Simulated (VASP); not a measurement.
Input:

```yaml
crystal:
  lattice:
    - [0.00000, 2.75216, 2.75216]
    - [2.75216, 0.00000, 2.75216]
    - [2.75216, 2.75216, 0.00000]
  atoms:
    - { symbol: Li, position: [0.00000, 0.00000, 0.00000] }
    - { symbol: Br, position: [0.50000, 0.50000, 0.50000] }
```

These are PBE GGA, VASP's PBE PAW potentials (set 64) (plane waves; VASP) values and carry that method's errors. Run with 520 eV cut-off, Gaussian smearing of 0.050 eV, potentials Li_sv Br.

Question: What does the run give for the band gap (along the path) with the smallest direct gap where there is one?

Answer: 
band gap (along the path): 4.94 eV
smallest direct gap (along the path): 4.94 eV

The absolute energy has meaning only against runs of the same code, potentials and settings.

The compound is LiBr in the rock salt structure. It was relaxed first.
